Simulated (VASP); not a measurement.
Given:

```yaml
crystal:
  lattice:
    - [0.00000, 2.07974, 2.07974]
    - [2.07974, 0.00000, 2.07974]
    - [2.07974, 2.07974, 0.00000]
  atoms:
    - { symbol: Au, position: [0.00000, 0.00000, 0.00000] }
```

These are optB88-vdW, VASP's PBE PAW potentials (set 64) (plane waves; VASP 6.6.1) values and carry that method's errors. Run with 520 eV cut-off, 14×14×14 Γ-centred mesh, first-order Methfessel-Paxton smearing of 0.10 eV, potentials Au.

Unless said otherwise, spin-orbit coupling is left out, though it shifts the bands of the heavy elements here.

Task: Estimate the energy per atom (σ→0), band gap (on the k-mesh) with the smallest direct gap where there is one.

Result: 
The band gap (on the k-mesh) is none (metal, semimetal or under 0.01 eV) and the energy per atom (σ→0) is -0.583 eV/atom.

Only differences to runs with the same potentials and settings are physical.

The compound is Au in the fcc structure. It was relaxed first, which changed the volume by +6 %. The start is the result of an earlier pass.
